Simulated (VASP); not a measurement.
An input for Quantum ESPRESSO's pw.x (written as the equivalent of a VASP run, and not itself run):

```
&CONTROL
  calculation = 'scf'
  pseudo_dir = './pseudo'
  outdir = './out'
  tprnfor = .true.
  tstress = .true.
/
&SYSTEM
  ibrav = 0
  nat = 2
  ntyp = 1
  ecutwfc = 72
  occupations = 'smearing'
  smearing = 'methfessel-paxton'
  degauss = 0.00735
  input_dft = 'pbe'
/
&ELECTRONS
  conv_thr = 7.3e-08
  electron_maxstep = 100
/
ATOMIC_SPECIES
  Y 88.906 Y.upf
CELL_PARAMETERS angstrom
     1.8615000   -3.2242130    0.0000000
     1.8615000    3.2242130    0.0000000
     0.0000000    0.0000000    5.8446000
ATOMIC_POSITIONS crystal
  Y    0.3333330  0.6666670  0.2500000
  Y    0.6666670  0.3333330  0.7500000
K_POINTS automatic
  5 5 3 0 0 0
```

**Question.** Translate this input to VASP (INCAR, KPOINTS, POSCAR, choice of POTCAR).

**Answer.** Several could match; the one computed here: 
### INCAR
```
! general
SYSTEM  = Y
PREC    = Accurate
ENCUT   = 400
LREAL   = .FALSE.
LASPH   = .TRUE.

! electronic loop
EDIFF   = 1E-6
NELM    = 100
ALGO    = Normal
LMAXMIX = 4

! smearing
ISMEAR  = 1
SIGMA   = 0.1

! functional
GGA     = PE

! ions
ISIF    = 2

! output
LWAVE   = .FALSE.
LCHARG  = .FALSE.
```

File KPOINTS:
```
Automatic mesh
0
Gamma
5 5 3
0 0 0
```

File POSCAR:
```
Y
1
    1.8615000000    -3.2242130000     0.0000000000
    1.8615000000     3.2242130000     0.0000000000
    0.0000000000     0.0000000000     5.8446000000
Y
2
Direct
  0.3333330000   0.6666670000   0.2500000000
  0.6666670000   0.3333330000   0.7500000000
```

POTCAR, in this order: Y_sv (PBE.64 set). Program: vasp_std.

Limits of the translation: the potentials are each code's own (VASP's PAW set, PseudoDojo norm-conserving files in pw.x), so ENCUT and ecutwfc are chosen apart and not converted; conv_thr bounds pw.x's estimated SCF error, while EDIFF bounds the energy change between steps.

The compound is Y in the hcp structure. The cell was not relaxed at this level. The k-mesh is coarse (spacing up to 0.39 per Å, 2π included), so the numbers may not be converged in it. The run is one of a series of settings (KPOINTS 5×5×3 Γ-centred mesh against the base run), some of them coarse on purpose.
